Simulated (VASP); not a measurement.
Input:

```yaml
crystal:
  lattice:
    - [3.01575, 0.00000, 0.00000]
    - [0.00000, 3.01575, 0.00000]
    - [0.00000, 0.00000, 3.01575]
  atoms:
    - { symbol: In, position: [0.00000, 0.00000, 0.00000] }
```

Calculation: PBEsol GGA, VASP's PBE PAW potentials (set 64) (plane waves; VASP). Run with 400 eV cut-off, 14×14×14 Γ-centred mesh, tetrahedra with Blöchl corrections, potentials In_d.

Unless said otherwise, spin-orbit coupling is left out, though it shifts the bands of the heavy elements here.

Estimate the energy per atom (σ→0), band gap (on the k-mesh) with the smallest direct gap where there is one.

| Property | Result |
|---|---|
| band gap (on the k-mesh) | none (metal, semimetal or under 0.01 eV) |
| energy per atom (σ→0) | -2.884 eV/atom |

Only differences to runs with the same potentials and settings are physical.

The structure was generated: In was put into the simple-cubic type (Pm-3m), which need not be its known phase. It was relaxed first, which changed the volume by -7 %.
